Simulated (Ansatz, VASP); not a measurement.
# Si126As (amorphous Si) in two plane-wave programs

One calculation is typed for both programs; each brings its own data sets. How far apart do they land? The structure shown is the start of the Ansatz relaxation below; VASP solves that cell, so the two are compared at the walk's first step.

Calculated with Ansatz 0.2.0; plane waves, with VASP 6.6.1 beside it; PBE.

### 1. The starting structure

The cell holds 127 atoms: 126 Si and 1 As. Its edges and angles: a = 13.787 Å, b = 13.787 Å, c = 13.787 Å, α = 90.0°, β = 90.0°, γ = 90.0°. It derives from Si (amorphous Si). As first built, before any earlier steps moved the atoms or strained the cell (in the runner's words): 127 atoms (127 Si) placed at random at 2.26 g/cm^3, melted at 2500 K for 20 ps at fixed volume with the modified Tersoff potential (Kumagai, Izumi, Hara and Sakai, Comput. Mater. Sci. 39, 457 (2007)). Quenched from 2500 K to 300 K at 10 K/ps and fixed volume, held 5 ps. Nearest the centre at fractional (0.492, 0.194, 0.580): As127 at 0.00 Å, Si79 at 2.31 Å, Si70 at 2.35 Å, Si43 at 2.37 Å, Si44 at 2.38 Å, Si11 at 3.52 Å, Si61 at 3.62 Å, Si109 at 3.64 Å.

### 2. Ansatz: relaxation, PBE

Ansatz runs on its default PAW (the set named soft_2) files.

The two programs are compared at the cell with which this relaxation starts, whose forces are those of its first step.

The input, input.yaml:

```yaml
crystal:
  lattice:
    - [13.7871, 0.0, 0.0]
    - [0.0, 13.7871, 0.0]
    - [0.0, 0.0, 13.7871]
  atoms:
    - { symbol: Si, position: [0.3208, 0.03493, 0.40156] }
    - { symbol: Si, position: [0.13217, 0.41044, 0.74644] }
[... 2 atom lines left out ...]
    - { symbol: Si, position: [0.51588, 0.58689, 0.59368] }
[... 1 atom line left out ...]
    - { symbol: Si, position: [0.52943, 0.84791, 0.34106] }
[... 1 atom line left out ...]
    - { symbol: Si, position: [0.38536, 0.0172, 0.93089] }
[... 1 atom line left out ...]
    - { symbol: Si, position: [0.40052, 0.97652, 0.67923] }
[... 3 atom lines left out ...]
    - { symbol: Si, position: [0.58647, 0.95204, 0.46679] }
    - { symbol: As, position: [0.49163, 0.19347, 0.58037] }
[... 2 atom lines left out ...]
    - { symbol: Si, position: [0.86597, 0.84665, 0.40514] }
    - { symbol: Si, position: [0.13011, 0.0721, 0.79575] }
[... 5 atom lines left out ...]
    - { symbol: Si, position: [0.86065, 0.14131, 0.22265] }
    - { symbol: Si, position: [0.88997, 0.20289, 0.72869] }
    - { symbol: Si, position: [0.60418, 0.52251, 0.45377] }
[... 5 atom lines left out ...]
    - { symbol: Si, position: [0.98106, 0.88573, 0.52637] }
    - { symbol: Si, position: [0.25423, 0.38115, 0.43232] }
[... 4 atom lines left out ...]
    - { symbol: Si, position: [0.87701, 0.16814, 0.89154] }
    - { symbol: Si, position: [0.54508, 0.9588, 0.90575] }
[... 1 atom line left out ...]
    - { symbol: Si, position: [0.09961, 0.64125, 0.45445] }
    - { symbol: Si, position: [0.6156, 0.13877, 0.68625] }
    - { symbol: Si, position: [0.36908, 0.30204, 0.6362] }
    - { symbol: Si, position: [0.57293, 0.96852, 0.73278] }
[... 3 atom lines left out ...]
    - { symbol: Si, position: [0.49022, 0.94243, 0.20617] }
    - { symbol: Si, position: [0.75171, 0.98015, 0.41445] }
[... 3 atom lines left out ...]
    - { symbol: Si, position: [0.65047, 0.96897, 0.14691] }
    - { symbol: Si, position: [0.64008, 0.27078, 0.79367] }
[... 1 atom line left out ...]
    - { symbol: Si, position: [0.2294, 0.63979, 0.88863] }
[... 2 atom lines left out ...]
    - { symbol: Si, position: [0.23749, 0.54232, 0.48388] }
[... 3 atom lines left out ...]
    - { symbol: Si, position: [0.97946, 0.45519, 0.82069] }
[... 4 atom lines left out ...]
    - { symbol: Si, position: [0.13089, 0.04943, 0.22509] }
[... 1 atom line left out ...]
    - { symbol: Si, position: [0.83345, 0.39125, 0.0284] }
    - { symbol: Si, position: [0.68754, 0.37539, 0.49904] }
[... 3 atom lines left out ...]
    - { symbol: Si, position: [0.97219, 0.00439, 0.17611] }
    - { symbol: Si, position: [0.5854, 0.17397, 0.30357] }
    - { symbol: Si, position: [0.22707, 0.26432, 0.54649] }
[... 4 atom lines left out ...]
    - { symbol: Si, position: [0.63429, 0.21521, 0.04193] }
[... 3 atom lines left out ...]
    - { symbol: Si, position: [0.08856, 0.18055, 0.34095] }
[... 5 atom lines left out ...]
    - { symbol: Si, position: [0.59369, 0.54568, 0.06574] }
    - { symbol: Si, position: [0.64733, 0.2942, 0.19517] }
[... 9 atom lines left out ...]
    - { symbol: Si, position: [0.95303, 0.82725, 0.78495] }
[... 1 atom line left out ...]
    - { symbol: Si, position: [0.18767, 0.80543, 0.6711] }
[... 1 atom line left out ...]
    - { symbol: Si, position: [0.12676, 0.70798, 0.01272] }
[... 5 atom lines left out ...]
    - { symbol: Si, position: [0.15121, 0.65232, 0.73686] }
    - { symbol: Si, position: [0.21947, 0.33498, 0.87724] }
[... 8 atom lines left out ...]
    - { symbol: Si, position: [0.04099, 0.1285, 0.93917] }
    - { symbol: Si, position: [0.48459, 0.48913, 0.338] }
    - { symbol: Si, position: [0.23879, 0.52562, 0.65776] }
kpoints:
  mp_grid: { grid: [1, 1, 1] }
hamiltonian:
  xc: pbe
scf:
  occupations: { method: gaussian, width: 0.05 }
output:
  forces: true
  eigenvalues: true
relax:
  f_tol: 0.05
  max_steps: 90
```

Started as:

```bash
ansatz run input.yaml --threads 4 --pin off --max-ram 8192MiB --backend cpu --events-out ev --progress --plain --runs-dir out
```

Numbers of over 12 decimals in the logs are rounded to 6 here.

Output:

```text
Engine: ansatz 0.2.0, aarch64-unknown-linux-gnu
Pseudopotentials: kind: paw
Pseudopotential: Si, paw, valence charge 4, recommended cutoff 420 eV (normal), Si.paw.azcp
Pseudopotential: As, paw, valence charge 15, recommended cutoff 420 eV (normal), As.paw.azcp
Functional definition: PBE
  parameter kappa = 0.804
  parameter beta = 0.066725
  exchange = pbe_x(kappa = kappa, mu = beta*pi^2/3)
  correlation = pbe_c(beta = beta)
Crystal: 127 atoms, lattice volume = 2620.709 Å³
Basis set: ecut = 420 eV, 51219 PW (Γ), exchange–correlation on 192×192×192 points (8 copies of the dense FFT grid, shifted against one another)
Bands: 387, of which v1, the nominal top of the filled ones, is band 260 counted from 1 (259 counted from 0)
Symmetry: 1 space group operations
Space group: P1 (ITA 1), of the structure as read, at distance tolerance 1.4e-4 Å
k-points: 1
Non-local potential: Si, projectors of the file, l = 0: 2, l = 1: 2, l = 2: 2
Non-local potential: As, projectors of the file, l = 0: 2, l = 1: 2, l = 2: 3, l = 3: 1
PAW form: soft (Blöchl's): semilocal exchange-correlation on the pseudo side does not see the compensation charge
PAW one-centre angular grid: Si, 110 points (default); XC on 64 Gauss nodes
PAW one-centre angular grid: As, 590 points (default); XC on 64 Gauss nodes
Initial density: superposition of atomic densities (neutral atoms: chi_scale 0, normalization atom), corrected by the library's trained network
Initial wavefunctions: pseudopotential atomic-orbital guess
Functional: x = pbe(κ = 0.804, μ = 0.219515), c = pbe(β = 0.066725)
SCF iter   1: F=—  HF=-84942.595219 eV  |F-HF|=—  |Δ(HF+E_count)|=         —  Δρ=3.04e-3  dr2=1.05e0  ethr=1.77e-3  ⟨swp⟩=6.0  Hψ=1838  notcnv=0  defer=61
preconditioner: auto → Resta (q_TF=auto, 2.083 Å⁻¹)  ε∞=5.7  [insulator: Δε(μ)=0.475 eV  Ē_g=7.585 eV  σ=0.050 eV  W_gap=0.50  n_scr=388 (ndim 8)  ℏωp=16.4 eV  f_vac=0.000  D(μ)=22.57/eV (n_scr^D=80)  ε∞_Penn≈5.7]
SCF iter   2: F=—  HF=-84942.470518 eV  |F-HF|=—  |Δ(HF+E_count)|=   1.25e-1  Δρ=1.60e-3  dr2=1.07e-1  ethr=2.03e-4  ⟨swp⟩=2.0  Hψ=447  notcnv=0  defer=64
SCF iter   3: F=—  HF=-84942.461499 eV  |F-HF|=—  |Δ(HF+E_count)|=   9.02e-3  Δρ=7.34e-4  dr2=2.17e-2  ethr=2.06e-5  ⟨swp⟩=3.0  Hψ=490  notcnv=0  defer=64
SCF iter   4: F=—  HF=-84942.463497 eV  |F-HF|=—  |Δ(HF+E_count)|=   2.00e-3  Δρ=2.00e-4  dr2=4.78e-3  ethr=4.19e-6  ⟨swp⟩=3.0  Hψ=637  notcnv=0  defer=119
SCF iter   5: F=—  HF=-84942.463830 eV  |F-HF|=—  |Δ(HF+E_count)|=   3.33e-4  Δρ=8.64e-5  dr2=1.18e-3  ethr=9.20e-7  ⟨swp⟩=2.0  Hψ=387  notcnv=0  defer=119
SCF iter   6: F=—  HF=-84942.463932 eV  |F-HF|=—  |Δ(HF+E_count)|=   1.02e-4  Δρ=3.64e-5  dr2=1.15e-4  ethr=2.28e-7  ⟨swp⟩=2.0  Hψ=367  notcnv=0  defer=119
SCF iter   7: F=-84942.463989 eV  HF=-84942.463990 eV  |F-HF|=7.66e-7  |Δ(HF+E_count)|=   5.80e-5  Δρ=1.37e-5  dr2=1.93e-5  ethr=1.20e-8  ⟨swp⟩=13.0  Hψ=2440  notcnv=0
SCF 1 converged in 7 iterations: F = -84942.463989 eV  dr2 = 1.93e-5
  greatest PAW one-centre occupation: 0.999 electrons in one spin orbital (limit 2), on the As atom at site 15 (counted from 0), in its partial waves of l = 2
relax step   1: F+E_penalty+E_count = -84942.46398914 eV  Δ(F+E_penalty+E_count) = +0.000e0 eV  max|allowed force component| = 7.480e-1 eV/Å  Δτ_max = 0.0000 Å  (7 SCF iters, dr2 threshold 6.25e-5 eV, accepted)
Initial density: handed on by an earlier stage of this run
Initial wavefunctions: those handed on with the density
iter 1 solved again at ethr=8.47e-6 eV; its pass at ethr=3.10e-3 eV (dr2=4.40e-2 eV) is discarded
SCF iter   1: F=—  HF=-84942.622888 eV  |F-HF|=—  |Δ(HF+E_count)|=         —  Δρ=1.47e-3  dr2=5.07e-2  ethr=8.47e-6  ⟨swp⟩=2.0  Hψ=1163  notcnv=0  defer=119
preconditioner: auto → Resta (q_TF=auto, 2.083 Å⁻¹)  ε∞=5.7  [insulator: Δε(μ)=0.261 eV  Ē_g=7.581 eV  σ=0.050 eV  W_gap=0.50  n_scr=388 (ndim 8)  ℏωp=16.4 eV  f_vac=0.001  D(μ)=22.57/eV (n_scr^D=80)  ε∞_Penn≈5.7]
SCF iter   2: F=—  HF=-84942.618057 eV  |F-HF|=—  |Δ(HF+E_count)|=   4.83e-3  Δρ=8.17e-4  dr2=1.37e-2  ethr=8.47e-6  ⟨swp⟩=3.0  Hψ=523  notcnv=0  defer=119
SCF iter   3: F=—  HF=-84942.618126 eV  |F-HF|=—  |Δ(HF+E_count)|=   6.88e-5  Δρ=1.98e-4  dr2=7.01e-3  ethr=2.64e-6  ⟨swp⟩=2.0  Hψ=377  notcnv=0  defer=119
SCF iter   4: F=—  HF=-84942.617585 eV  |F-HF|=—  |Δ(HF+E_count)|=   5.41e-4  Δρ=4.91e-5  dr2=1.59e-4  ethr=1.35e-6  ⟨swp⟩=2.0  Hψ=347  notcnv=0  defer=119
SCF iter   5: F=-84942.617593 eV  HF=-84942.617600 eV  |F-HF|=7.12e-6  |Δ(HF+E_count)|=   1.53e-5  Δρ=1.86e-5  dr2=2.44e-5  ethr=6.74e-9  ⟨swp⟩=11.0  Hψ=2426  notcnv=0
SCF 2 converged in 5 iterations: F = -84942.617593 eV  dr2 = 2.44e-5
relax step   2: F+E_penalty+E_count = -84942.61759286 eV  Δ(F+E_penalty+E_count) = -1.536e-1 eV  max|allowed force component| = 1.203e-1 eV/Å  Δτ_max = 0.0787 Å  (5 SCF iters, dr2 threshold 3.50e-5 eV, accepted)
[...]
- { symbol: Si, position: [0.749770, 0.277156, 0.931685] }
    - { symbol: Si, position: [0.270244, 0.472283, 0.093366] }
    - { symbol: Si, position: [0.356612, 0.860382, 0.136459] }
    - { symbol: Si, position: [0.293559, 0.485191, 0.925767] }
    - { symbol: Si, position: [0.860616, 0.141311, 0.222710] }
    - { symbol: Si, position: [0.889130, 0.203020, 0.729175] }
    - { symbol: Si, position: [0.604200, 0.522595, 0.453520] }
    - { symbol: Si, position: [0.862890, 0.088054, 0.488040] }
    - { symbol: Si, position: [0.026645, 0.047693, 0.539714] }
    - { symbol: Si, position: [0.134098, 0.803921, 0.506509] }
    - { symbol: Si, position: [0.214561, 0.881265, 0.234148] }
    - { symbol: Si, position: [0.600662, 0.804502, 0.965906] }
    - { symbol: Si, position: [0.981008, 0.884974, 0.527137] }
    - { symbol: Si, position: [0.252850, 0.381881, 0.432283] }
    - { symbol: Si, position: [0.180465, 0.116847, 0.468653] }
    - { symbol: Si, position: [0.393647, 0.700527, 0.087495] }
    - { symbol: Si, position: [0.059138, 0.449104, 0.245537] }
    - { symbol: Si, position: [0.576281, 0.541485, 0.896963] }
    - { symbol: Si, position: [0.877373, 0.168574, 0.892353] }
    - { symbol: Si, position: [0.545941, 0.959780, 0.904258] }
    - { symbol: Si, position: [0.260866, 0.870690, 0.398233] }
    - { symbol: Si, position: [0.099016, 0.641337, 0.454397] }
    - { symbol: Si, position: [0.618450, 0.134830, 0.688615] }
    - { symbol: Si, position: [0.362784, 0.305825, 0.637387] }
[...]
- { symbol: Si, position: [0.233773, 0.154988, 0.126529] }
    - { symbol: Si, position: [0.791808, 0.024631, 0.887122] }
    - { symbol: Si, position: [0.355879, 0.603373, 0.360846] }
    - { symbol: Si, position: [0.877036, 0.368598, 0.707861] }
    - { symbol: Si, position: [0.860152, 0.581164, 0.814764] }
    - { symbol: Si, position: [0.040996, 0.128492, 0.939249] }
    - { symbol: Si, position: [0.484336, 0.489303, 0.337954] }
    - { symbol: Si, position: [0.238652, 0.525059, 0.657602] }
```

In the SCF lines HF is the Harris–Foulkes energy and dr2 the Hartree energy of the density residual, in eV; the loop may stop once dr2 is under the threshold and the program's other checks hold. Hψ counts applications of the Hamiltonian.

### 3. VASP: single point, PBE, start cell, pair 1

The same cell, functional, mesh and smearing now go to VASP, with its own data sets.

Lines of VASP's logs that name or quote its potential files are left out, and so is its time.

The input, INCAR:

```
SYSTEM = Si126As
PREC = Accurate
ENCUT = 400
EDIFF = 1E-06
NELM = 120
ISMEAR = 0
SIGMA = 0.05
LREAL = Auto
ALGO = Normal
GGA = PE
NBANDS = 352
LORBIT = 11
LWAVE = .FALSE.
LCHARG = .FALSE.
ISIF = 2
LASPH = .TRUE.
GGA_COMPAT = .FALSE.
NCORE = 4
```

The input, POSCAR:

```
Si126As
1.0
   13.7871000000      0.0000000000      0.0000000000
    0.0000000000     13.7871000000      0.0000000000
    0.0000000000      0.0000000000     13.7871000000
Si As
126 1
Direct
    0.3207998781      0.0349312038      0.4015565275
    0.1321670257      0.4104416447      0.7464368867
[... 2 atom lines left out ...]
    0.5158807871      0.5868891935      0.5936781484
[... 1 atom line left out ...]
    0.5294296843      0.8479085522      0.3410579455
[... 1 atom line left out ...]
    0.3853602280      0.0171972351      0.9308919207
[... 1 atom line left out ...]
    0.4005193260      0.9765215310      0.6792291345
[... 3 atom lines left out ...]
    0.5864685104      0.9520421263      0.4667914210
    0.0830994190      0.3109283316      0.6183388820
[... 2 atom lines left out ...]
    0.1301071291      0.0720963799      0.7957511007
    0.4412312959      0.4570866970      0.8424686845
[... 5 atom lines left out ...]
    0.8899696093      0.2028925590      0.7286884116
    0.6041807197      0.5225101726      0.4537720043
    0.8622117777      0.0889382104      0.4882680187
[... 5 atom lines left out ...]
    0.2542304038      0.3811533970      0.4323171660
    0.1817205939      0.1172182693      0.4686699886
[... 4 atom lines left out ...]
    0.5450819969      0.9588020686      0.9057524788
    0.2610483713      0.8704368576      0.3972481523
[... 1 atom line left out ...]
    0.6155971887      0.1387673985      0.6862501904
    0.3690768907      0.3020432143      0.6362034075
    0.5729268664      0.9685212989      0.7327791921
    0.3070914115      0.0793495369      0.7891724873
[... 3 atom lines left out ...]
    0.7517099317      0.9801481095      0.4144526405
    0.4305909147      0.0954370390      0.2542594164
[... 3 atom lines left out ...]
    0.6400765933      0.2707821079      0.7936694446
    0.7593329997      0.9947124486      0.7180480304
[... 1 atom line left out ...]
    0.4034205888      0.4735586164      0.6746306330
[... 2 atom lines left out ...]
    0.4122621871      0.3397016051      0.3775630843
[... 3 atom lines left out ...]
    0.4822478984      0.2947392853      0.8605870705
[... 4 atom lines left out ...]
    0.4422830037      0.0412414503      0.5221910336
[... 1 atom line left out ...]
    0.6875412523      0.3753871373      0.4990389567
    0.7152918308      0.0658731713      0.2710794873
[... 3 atom lines left out ...]
    0.5854022963      0.1739669691      0.3035736304
    0.2270673311      0.2643195451      0.5464891094
    0.5588702483      0.2666768211      0.4451915196
[... 4 atom lines left out ...]
    0.7080676865      0.3824009400      0.6788664766
[... 3 atom lines left out ...]
    0.3535986538      0.8122665390      0.7021128446
[... 5 atom lines left out ...]
    0.6473297503      0.2942025517      0.1951679468
    0.7754930333      0.1366277172      0.6259329373
[... 9 atom lines left out ...]
    0.8563222142      0.3566812455      0.4327596086
[... 1 atom line left out ...]
    0.3197771830      0.2631010147      0.2416534297
[... 1 atom line left out ...]
    0.3396435799      0.2448012998      0.7901734230
[... 5 atom lines left out ...]
    0.2194732757      0.3349798000      0.8772403188
    0.5904795062      0.8485903489      0.5982621436
[... 8 atom lines left out ...]
    0.4845906681      0.4891311443      0.3379971132
    0.2387884327      0.5256217769      0.6577597899
    0.4916334835      0.1934707081      0.5803686054
```

The input, KPOINTS:

```
Automatic mesh
0
Gamma
1 1 1
0 0 0
```

Potentials, in the order of the species: Si and As (PBE family, release 64).

Started as:

```bash
mpirun -np 16 vasp_gam
```

Output:

```text
[banner, memory and clock lines left out]
running   16 mpi-ranks, on    1 nodes
[...]
LDA part: xc-table for (Slater+PW92), standard interpolation
 POSCAR, INCAR and KPOINTS ok, starting setup
[...]
entering main loop
       N       E                     dE             d eps       ncg     rms          rms(c)
DAV:   1     0.215622127338E+04    0.21562E+04   -0.18713E+05   704   0.103E+03
DAV:   2    -0.393892776008E+03   -0.25501E+04   -0.23715E+04   888   0.194E+02
DAV:   3    -0.666862131741E+03   -0.27297E+03   -0.26621E+03   880   0.566E+01
DAV:   4    -0.675241777794E+03   -0.83796E+01   -0.82994E+01   872   0.118E+01
[...]
DAV:  15    -0.662396247238E+03   -0.10218E-04   -0.26959E-05   776   0.675E-03    0.877E-03
DAV:  16    -0.662396251574E+03   -0.43364E-05   -0.39323E-06   816   0.254E-03    0.295E-03
DAV:  17    -0.662396252079E+03   -0.50526E-06   -0.83731E-07   520   0.122E-03
   1 F= -.66239625E+03 E0= -.66238215E+03  d E =-.282095E-01
```

From OUTCAR (step 3):

```text
  FREE ENERGIE OF THE ION-ELECTRON SYSTEM (eV)
  ---------------------------------------------------
  free  energy   TOTEN  =      -662.3962520793 eV

  energy  without entropy=     -662.3680425983  energy(sigma->0) =     -662.38214734
```

This run has no spin polarisation. Its electron count is odd, so without a moment it is a metal by construction.

### 4. Side by side

Known differences besides the potentials themselves: the data sets hold 519 valence electrons in Ansatz (on its default PAW (the set named soft_2) files) and 509 in VASP; the cutoff is 420 eV in Ansatz and 400 eV in VASP (PREC = Accurate, projectors in real space). Total energies have different zeros and are not compared.

Forces on 7 of the 127 atoms, those with the largest forces and the largest differences (eV/Å; atoms numbered as in POSCAR):

```tsv
atom	Ansatz x, y, z	VASP x, y, z
Si43	0.447, -0.548, 0.400	0.467, -0.551, 0.416
Si44	-0.665, 0.447, 0.127	-0.682, 0.456, 0.135
Si45	0.231, 0.118, -0.295	0.233, 0.117, -0.294
Si56	-0.018, -0.195, 0.192	-0.018, -0.194, 0.192
Si70	-0.265, -0.748, -0.101	-0.273, -0.772, -0.110
Si79	0.164, 0.476, -0.661	0.177, 0.487, -0.688
As127	-0.028, 0.109, 0.242	-0.033, 0.111, 0.257
```

The forces differ by 3.7 meV/Å r.m.s., which is 3.8 % of the r.m.s. force of 0.098 eV/Å (both taken over all components).

(Part 1 of 3 ends here.)

[Lines on the potential files, build, host, timing and source positions are cut from VASP's logs without a mark.]

[Logs are printed without paths, hosts, clocks, repeated set-up lines and the standing remarks that a program may print on its own settings, such as how far it seeks lower states.]

[Hosts, paths, dates, database ids (printed as entryN), source tags and the programs' standing remarks are cut or masked in the printed files.]
